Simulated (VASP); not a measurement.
Given:

```xyz
4
Lattice="2.0311 -3.5179 0.0000 2.0311 3.5179 0.0000 0.0000 0.0000 6.6014" Properties=species:S:1:pos:R:3 pbc="T T T"
Cd     2.0311    -1.1726     3.3008
Cd     2.0311     1.1726     0.0001
S      2.0311    -1.1726     5.7894
S      2.0311     1.1726     2.4887
```

Level of theory: AM05 GGA, VASP's PBE PAW potentials (set 64) (plane waves; VASP 6.6.1). Run with 520 eV cut-off, 6×6×4 Γ-centred mesh, Gaussian smearing of 0.050 eV, potentials Cd S.

### Question
Give the stress tensor in GPa (positive for a compressed cell).

### Answer

```
4.22  0.00  0.00
0.00  4.22  0.00
0.00  0.00  4.21
```
The pressure is its mean diagonal, 4.21 GPa.

The compound is CdS in the wurtzite structure. This cell is one point of a volume scan, at 0.94 of the reference volume.
